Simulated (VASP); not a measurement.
Level of theory: PBEsol GGA, VASP's PBE PAW potentials (set 64) (plane waves; VASP).

VASP ran on this input.

KPOINTS:
```
Automatic mesh
0
Gamma
5 5 8
0 0 0
```

**INCAR**
```
SIGMA=0.05
PREC=Accurate
NELM=100
EDIFFG=-0.02   # ionic stop
ISIF=3   # ions, shape and volume
IBRION=2
PSTRESS=100   # kbar
GGA=PS
LASPH=.TRUE.
NSW=40   # most ionic steps
LREAL=.FALSE.
ALGO=Normal
SYSTEM=SiO2
EDIFF=1E-6   # SCF stop (eV)
LCHARG=.FALSE.
ISMEAR=0   # Gaussian
LWAVE=.FALSE.
ENCUT=620
```

**POSCAR**
```
SiO2
1
    4.1644308600     0.0000000000     0.0000000000
    0.0000000000     4.1644308600     0.0000000000
    0.0000000000     0.0000000000     2.6741312685
Si O
2 4
Direct
  0.0000000000   0.0000000000   1.0000000000
  0.5000000000   0.5000000000   0.5000000000
  0.3052605869   0.3052605869   1.0000000000
  0.8052605869   0.1947394131   0.5000000000
  0.1947394131   0.8052605869   0.5000000000
  0.6947394131   0.6947394131   0.0000000000
```

POTCAR, in this order: Si O (PBE.64 set). Program: vasp_std.

### Question
What will the output report for the number of irreducible k-points (NKPTS), largest plane-wave count, number of space-group operations, FFT grid (NGX, NGY, NGZ)?

### Answer

The number of irreducible k-points (NKPTS) comes out as 30 and the largest plane-wave count is 1643. The number of space-group operations is 16. The FFT grid (NGX, NGY, NGZ) is 36 × 36 × 24.

The compound is SiO2 in the rutile structure, stishovite, a high-pressure form. This run relaxes it under an external pressure of 10 GPa. Symmetry was kept, so distortions that lower it aren't found.
